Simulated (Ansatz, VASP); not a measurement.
**HfMg (Mg-Hf-Hf-Mg stack, (111) layers) in two plane-wave programs**

One calculation is typed for both programs; each brings its own data sets. How far apart do they land? The cell is taken from a series of runs on this material, whose earlier steps may have relaxed, scaled, displaced or heated it; both programs get it as it stands.

Calculated with Ansatz 0.2.0; plane waves, with VASP 6.6.1 beside it; PBEsol.

## Step 1: Set-up

The cell holds 4 atoms: 2 Mg and 2 Hf. Its edges and angles: a = 3.117 Å, b = 3.117 Å, c = 39.312 Å, α = 90.0°, β = 90.0°, γ = 120.0°. It derives from HfMg. Vacuum lies along c.

## Step 2: Ansatz: zone-centre phonons, PBEsol

Ansatz runs on its PAW soft_1 files.

Second derivatives magnify differences that forces hide, and they need a tight electronic threshold.

The input, input.yaml:

```yaml
crystal:
  lattice:
    - [3.1166011714, 0.0, 0.0]
    - [-1.5583005857, 2.6990557879, 0.0]
    - [0.0, 0.0, 39.3118247865]
  atoms:
    - { symbol: Mg, position: [0.0, 0.0, 0.1398480841] }
    - { symbol: Hf, position: [0.3333333333, 0.6666666667, 0.2084173806] }
    - { symbol: Hf, position: [0.6666666667, 0.3333333333, 0.2686886836] }
    - { symbol: Mg, position: [0.0, 0.0, 0.3372579801] }
  periodic: [true, true, false]
kpoints:
  mp_grid: { grid: [6, 6, 1] }
hamiltonian:
  xc: pbesol
  pseudopotentials: { kind: paw, azcp: { folder: soft_1 }, xc_functional: pbe }
scf:
  occupations: { method: methfessel_paxton, width: 0.2 }
output:
  eigenvalues: true
phonons:
  method: dfpt
  qmesh: [2, 2, 1]
  temperatures: { t_max: 1000, t_step: 50 }
  qpath:
    path:
      - [0.0, 0.0, 0.0]
      - [0.5, 0.0, 0.0]
      - [0.33333333, 0.33333333, 0.0]
      - [0.0, 0.0, 0.0]
    npoints: 10
```

On the command line:

```sh
$ ansatz run input.yaml --threads 4 --pin off --max-ram 12288MiB --backend cpu --events-out ev --progress --plain --runs-dir out
```

Numbers of over 12 decimals in the logs are rounded to 6 here.

Log:

```text
Warning: crystal.symmetry: narrowed to the stabiliser of the run's FFT grids — unitary ops 12 → 6. A phonons.method: dfpt run fills in the rows of the dynamical matrix that it does not solve by its symmetry operations, which is exact only for operations that map its FFT grids onto themselves: filled in by any other, the frequencies could depend on the order in which like atoms are typed, or, by more than the grids' own error, on where the crystal sits among the grids' points. Excluded: 6 operations. The run can therefore solve more perturbations, solve them on more k-points, or both, and cost more. [rest of the remark cut]
Engine: ansatz 0.2.0, aarch64-unknown-linux-gnu
Pseudopotentials: kind: paw
Pseudopotential: Mg, paw, valence charge 10, recommended cutoff 420 eV (normal), soft_1/Mg.paw.azcp
Pseudopotential: Hf, paw, valence charge 26, recommended cutoff 420 eV (normal), soft_1/Hf.paw.azcp
Functional definition: PBEsol
  exchange = pbesol_x
  correlation = pbesol_c
Crystal: 4 atoms, lattice volume = 330.686 Å³
Basis set: ecut = 420 eV, 6431 PW (Γ), exchange–correlation on 48×48×540 points (8 copies of the dense FFT grid, shifted against one another)
Bands: 44, of which v1, the nominal top of the filled ones, is band 36 counted from 1 (35 counted from 0)
Symmetry: 12 space group operations
k-points: 7 of 36 (irreducible under 6 space group operations, time reversal used)
Non-local potential: Mg, projectors of the file, l = 0: 3, l = 1: 2, l = 2: 1
Non-local potential: Hf, projectors of the file, l = 0: 3, l = 1: 2, l = 2: 2, l = 3: 3
PAW form: soft (Blöchl's): semilocal exchange-correlation on the pseudo side does not see the compensation charge
PAW frozen core: Mg, regenerated for the run's functional, and the local potential with it (the file was generated under x = pbe(κ = 0.804, μ = 0.219515), c = pbe(β = 0.066725))
PAW frozen core: Hf, regenerated for the run's functional, and the local potential with it (the file was generated under x = pbe(κ = 0.804, μ = 0.219515), c = pbe(β = 0.066725))
PAW one-centre angular grid: Mg, 110 points (default); XC on 64 Gauss nodes
PAW one-centre angular grid: Hf, 590 points (default); XC on 64 Gauss nodes
Initial density: superposition of atomic densities (neutral atoms: chi_scale 0, normalization atom)
Initial wavefunctions: pseudopotential atomic-orbital guess
Functional: x = pbesol(κ = 0.804, μ = 0.123457), c = pbesol(β = 0.046)
SCF iter   1: F=—  HF=-35023.422144 eV  |F-HF|=—  |Δ(HF+E_count)|=         —  Δρ=2.38e-2  dr2=4.40e1  ethr=3.10e-3  ⟨swp⟩=12.6  Hψ=1811  notcnv=0
preconditioner: auto → LDOS  [insulator: Δε(μ)=0.198 eV  Ē_g=11.343 eV  σ=0.200 eV  W_gap=0.60  n_scr=26 (ndim 8)  ℏωp=12.9 eV  f_vac=0.697  D(μ)=6.49/eV (n_scr^D=22)  ε∞_Penn≈2.3  β→1.0]
SCF iter   2: F=—  HF=-35022.905042 eV  |F-HF|=—  |Δ(HF+E_count)|=   5.17e-1  S|Δr|=    0.00e0  Δρ=2.34e-2  dr2=3.44e1  ethr=3.10e-3  ⟨swp⟩=5.0  Hψ=753  notcnv=0  defer=6
SCF iter   3: F=—  HF=-35020.695841 eV  |F-HF|=—  |Δ(HF+E_count)|=    2.21e0  S|Δr|=    0.00e0  Δρ=5.64e-3  dr2=5.93e-1  ethr=3.10e-3  ⟨swp⟩=5.1  Hψ=733  notcnv=0  defer=11
SCF iter   4: F=—  HF=-35020.677131 eV  |F-HF|=—  |Δ(HF+E_count)|=   1.87e-2  S|Δr|=    0.00e0  Δρ=2.67e-3  dr2=2.12e-2  ethr=8.23e-4  ⟨swp⟩=3.3  Hψ=624  notcnv=0  defer=14
SCF iter   5: F=—  HF=-35020.655351 eV  |F-HF|=—  |Δ(HF+E_count)|=   2.18e-2  S|Δr|=    0.00e0  Δρ=9.48e-4  dr2=4.42e-3  ethr=2.95e-5  ⟨swp⟩=3.1  Hψ=703  notcnv=0  defer=14
SCF iter   6: F=—  HF=-35020.655203 eV  |F-HF|=—  |Δ(HF+E_count)|=   1.47e-4  S|Δr|=    0.00e0  Δρ=3.54e-4  dr2=1.04e-3  ethr=6.13e-6  ⟨swp⟩=3.1  Hψ=564  notcnv=0  defer=14
SCF iter   7: F=—  HF=-35020.655203 eV  |F-HF|=—  |Δ(HF+E_count)|=   2.90e-7  S|Δr|=    0.00e0  Δρ=1.90e-4  dr2=4.32e-4  ethr=1.44e-6  ⟨swp⟩=3.1  Hψ=518  notcnv=0  defer=14
SCF iter   8: F=—  HF=-35020.655171 eV  |F-HF|=—  |Δ(HF+E_count)|=   3.19e-5  S|Δr|=    0.00e0  Δρ=5.99e-5  dr2=4.17e-5  ethr=6.00e-7  ⟨swp⟩=2.6  Hψ=433  notcnv=0  defer=14
SCF iter   9: F=—  HF=-35020.655157 eV  |F-HF|=—  |Δ(HF+E_count)|=   1.42e-5  S|Δr|=    0.00e0  Δρ=2.13e-5  dr2=3.30e-6  ethr=5.79e-8  ⟨swp⟩=3.3  Hψ=556  notcnv=0  defer=14
SCF iter  10: F=—  HF=-35020.655074 eV  |F-HF|=—  |Δ(HF+E_count)|=   8.32e-5  S|Δr|=    0.00e0  Δρ=6.69e-6  dr2=8.66e-8  ethr=4.58e-9  ⟨swp⟩=3.1  Hψ=674  notcnv=0  defer=14
SCF iter  11: F=—  HF=-35020.655074 eV  |F-HF|=—  |Δ(HF+E_count)|=   7.29e-8  S|Δr|=    0.00e0  Δρ=1.30e-6  dr2=7.97e-9  ethr=1.20e-10  ⟨swp⟩=3.3  Hψ=743  notcnv=0  defer=14
SCF iter  12: F=—  HF=-35020.655074 eV  |F-HF|=—  |Δ(HF+E_count)|=   5.47e-9  S|Δr|=    0.00e0  Δρ=3.70e-7  dr2=5.22e-10  ethr=1.11e-11  ⟨swp⟩=3.0  Hψ=579  notcnv=0  defer=14
SCF iter  13: F=—  HF=-35020.655074 eV  |F-HF|=—  |Δ(HF+E_count)|=   1.21e-9  S|Δr|=    0.00e0  Δρ=9.69e-8  dr2=2.37e-11  ethr=1.00e-12  ⟨swp⟩=3.1  Hψ=724  notcnv=0  defer=14
SCF iter  14: F=-35020.655074 eV  HF=-35020.655074 eV  |F-HF|=6.55e-11  |Δ(HF+E_count)|=  3.06e-10  S|Δr|=    0.00e0  Δρ=2.63e-8  dr2=1.58e-12  ethr=1.00e-12  ⟨swp⟩=24.0  Hψ=2921  notcnv=0
SCF 1 converged in 14 iterations: F = -35020.655074 eV  dr2 = 1.58e-12
  greatest PAW one-centre occupation: 1.000 electrons in one spin orbital (limit 2), on the Mg atom at site 3 (counted from 0), in its partial waves of l = 0
phonons: the bands overlap, so this run is a metal and interpolates without the dipole-dipole term. If the crystal is really an insulator or semiconductor, its LO-TO splitting is missing
NSCF: frozen V_eff on 7 k-points
NSCF: frozen V_eff on 13 k-points
DFPT response loops at q = (0, 0, 0) (fractional): preconditioner auto → none (partly filled bands, converged f_vac=0.696); β = 0.50; Broyden in place of MSR1
NSCF: frozen V_eff on 26 k-points
DFPT response loops at q = (0, -0.5, 0) (fractional): mixed as the last ones told, above
SCF converged after 14 iterations
Stability not checked: this state was not tested for a lower state beside it, because cold or Methfessel-Paxton smearing, or corrected tetrahedra, fill the levels in a way that the test cannot read (fill_not_monotonic; see scf.lower_state_search)
Free energy (F): -35020.655074 eV
Harris-Foulkes:  -35020.655074 eV  (|F-HF|=6.55e-11)
Internal energy: -35020.646102 eV  (E = F + TS)
E sigma→0 (E₀):  -35020.652831 eV
Entropy (-TS):   -0.008971 eV (-2.243 meV/atom)
Fermi energy:    -4.251531 eV
--- Per-component energies (eV) ---
  E_band       = -2080.418858
  E_kinetic    = 959.101583
  E_local      = -417317.267649  (includes V_loc(G=0)·N_el)
  E_nonlocal   = 521.078913
  E_hartree    = 207269.750468
  E_xc         = -580.313404
  E_vxc        = -575.360320  (∫ρ·V_xc dr)
  E_paw        = -15731.011685  (= ΣΔE_a)
  E_vpaw       = -207.472042  (= ΣTr[D̂ρ^β])
  E_aug_tail   = -0.000102  (compensation charges beyond the density's cutoff)
  E_ewald      = 189855.395938
  E_core_change = 2.619837  (= ΣΔE_core)
  E_smearing   = -0.008971  (= −TS)
  E_closure    = -0.000000  (closes the sum)
  Σ components = -35020.655074   (vs F -35020.655074, Δ=0.00e0)
--- Band table (eV; the first three rows and the last of 7) ---
  k-point 0: bands = [... 32 lower, -8.6576, -7.9803, -4.9323, -4.5973, -3.0064, -2.9888, -2.9888, -2.6989, ... 4 higher]
  k-point 1: bands = [... 32 lower, -8.0944, -7.1951, -4.8295, -4.5221, -3.8275, -3.3611, -3.0411, -2.3355, ... 4 higher]
  k-point 2: bands = [... 32 lower, -6.9767, -6.1896, -5.3047, -4.2823, -4.0897, -3.2850, -2.3253, -2.3128, ... 4 higher]
  k-point 6: bands = [... 32 lower, -5.5916, -5.0081, -4.7712, -4.7712, -4.6744, -3.3091, -3.3091, -1.7349, ... 4 higher]
  ° read free of the cell's end (the report's vacuum.weakly_bound_levels)
--- Phonons (Γ-DFPT): 8 representative perturbations + reference (Σ response iterations 40) ---
  ASR residual: 3.856e-5 → 0.000e0 eV/Å²; symmetrization residual: 7.312e-6 eV/Å²
  The last average, over the group as it would stand without the narrowing to the FFT grids, took up to 4.745e-6 eV/Å² of the zone centre's force constants
  ASR residual per site (eV/Å²): 2.90e-5 1.20e-5 1.04e-5 3.86e-5
  Γ frequencies (cm⁻¹): 0.00 0.00 0.00 62.01 62.01 77.91 77.91 91.80 91.80 116.98 170.07 176.28
--- Phonons (arbitrary-q DFPT): 2 irreducible q on the 2×2×1 mesh ---
  q = [0.0000, 0.0000, 0.0000] (star 1, of the zone-centre solve; hermiticity 1.74e-6, symmetrization 1.51e-11, taken by the last average 5.63e-7): -0.00 0.00 0.00 62.01 62.01 77.91 77.91 91.80 91.80 116.98 170.07 176.28
  q = [0.0000, -0.5000, 0.0000] (star 3, 12 solved perturbations on 13 of 36 k-point pairs; hermiticity 1.85e-6, symmetrization 1.53e-9, taken by the last average 1.03e-6): 64.93 89.45 104.82 123.66 136.75 144.52 152.70 161.36 166.20 166.80 234.91 241.86
  sum rule: each row above includes the acoustic sum rule's correction from the zone centre's row sums; it moved no ω² by more than (0.66 cm⁻¹)²
  mesh force constants: q→R imaginary residual 1.23e-17; ASR residual 3.856e-5 → 0.000e0 eV/Å²; symmetrization residual 7.105e-15 eV/Å²
  interpolated dispersion: 31 rows × 12 modes
  density of states and harmonic sums: on the 24×24×1 q-mesh, interpolated from the force constants of a 2×2×1 supercell (no non-analytic term)
  largest difference from the sums on the solved wave vectors: F 1.47e-1 eV, S 2.07e-4 and C_V 5.97e-5 eV/K
  zero-point energy: 0.100592 eV/cell   skipped modes (ω ≤ 0): 7, of them read as no rigid motion or as one in doubt: 4 (5.208e-2 modes/cell left out, lowest -9.99 cm⁻¹)   left out of the sums: 4.77e-3 of the cell's modes: C_V's classical limit lies that fraction below 3 k_B per atom; for a crystal, a wire or a layer, F and S can be off by more, and a phonons.interpolated_qmesh denser along its periods is the remedy for the sampling
```

(Continued in part 2 of 3.)

[Lines on the potential files, build, host, timing and source positions are cut from VASP's logs without a mark.]

[Logs are printed without paths, hosts, clocks, repeated set-up lines and the standing remarks that a program may print on its own settings, such as how far it seeks lower states.]

[Hosts, paths, dates, database ids (printed as entryN), source tags and the programs' standing remarks are cut or masked in the printed files.]
